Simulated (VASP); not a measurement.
Here is the system:

```xyz
2
Lattice="0.0000 2.2732 2.2732 2.2732 0.0000 2.2732 2.2732 2.2732 0.0000" Properties=species:S:1:pos:R:3 pbc="T T T"
B      0.0000     0.0000     0.0000
P      1.1366     1.1366     1.1366
```

Calculation: modified Becke-Johnson potential (mBJ), VASP's PBE PAW potentials (set 64) (plane waves; VASP 6.6.1). Run with 500 eV cut-off, 8×8×8 Γ-centred mesh, Gaussian smearing of 0.050 eV, potentials B P.

mBJ is a potential without an energy functional, so only the levels count.

**Question.** Give the energies of bands 2 to 7 at the high-symmetry points, in eV from the valence-band maximum.

**Answer.** 
| band | Γ | X | U | L | W |
|---|---|---|---|---|---|
| 2 | 0.00 | -8.54 | -8.14 | -8.79 | -8.09 |
| 3 | 0.00 | -3.94 | -5.86 | -1.68 | -5.33 |
| 4 | 0.00 | -3.94 | -3.34 | -1.68 | -5.14 |
| 5 | 4.26 | 2.20 | 3.02 | 4.55 | 6.17 |
| 6 | 4.26 | 2.52 | 6.82 | 5.61 | 7.43 |
| 7 | 4.26 | 13.61 | 10.94 | 5.61 | 8.21 |

The gap is indirect, 2.09 eV, from the valence maximum at Γ to the conduction minimum at Γ-X at 0.80.

The structure comes from a computed database's BP entry (F-43m); how it stands against other phases isn't given here. It was relaxed first. The cell's shape comes from a PBE relaxation.
